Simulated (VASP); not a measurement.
Computed with r2SCAN meta-GGA, VASP's PBE PAW potentials (set 64) (plane waves; VASP).

Input for VASP

### POSCAR
```
C
2.5195540
  0.0000000000   0.7071067083   0.7071067083
  0.7071067083   0.0000000000   0.7071067083
  0.7071067083   0.7071067083   0.0000000000
C
2
Direct
  0.0000000000   0.0000000000   0.0000000000
  0.2780647628   0.2219352372   0.2780647628
```

INCAR:
```
SYSTEM=C
PREC=Accurate; ENCUT=600; LREAL=.FALSE.
LASPH=.TRUE.
EDIFF=1E-7; NELM=100; ALGO=Normal
LMIXTAU=.TRUE.
ISMEAR=0; SIGMA=0.05
METAGGA=R2SCAN
ISIF=2
LWAVE=.FALSE.; LCHARG=.FALSE.
```

KPOINTS:
```
Automatic mesh
0
Gamma
12 12 12
0 0 0
```

POTCAR, in this order: C (PBE.64 set). Program: vasp_std.

Problem. Estimate the energy per atom (σ→0), pressure, largest force.

Solution. 
```yaml
energy per atom (σ→0): -9.736 eV/atom
pressure: 2.73 GPa
largest_force: 3.785 eV/Å
```

**OSZICAR**
```
...
DAV:  10    -0.194706290398E+02   -0.11692E-01   -0.79547E-03  5888   0.104E+00    0.175E-01
DAV:  11    -0.194702401524E+02    0.38889E-03   -0.11702E-04  4568   0.127E-01    0.145E-01
DAV:  12    -0.194726776312E+02   -0.24375E-02   -0.57000E-04  4480   0.323E-01    0.221E-02
DAV:  13    -0.194727096028E+02   -0.31972E-04   -0.14106E-05  6440   0.548E-02    0.155E-02
DAV:  14    -0.194727093812E+02    0.22161E-06   -0.78313E-07  4600   0.116E-02    0.221E-02
DAV:  15    -0.194727109985E+02   -0.16173E-05   -0.13476E-06  5440   0.153E-02    0.274E-03
DAV:  16    -0.194727109555E+02    0.43000E-07   -0.58641E-08  3528   0.323E-03
   1 F= -.19472711E+02 E0= -.19472711E+02  d E =-.251491E-11
```

The compound is C in the diamond structure. This cell was strained or had an atom moved on purpose.
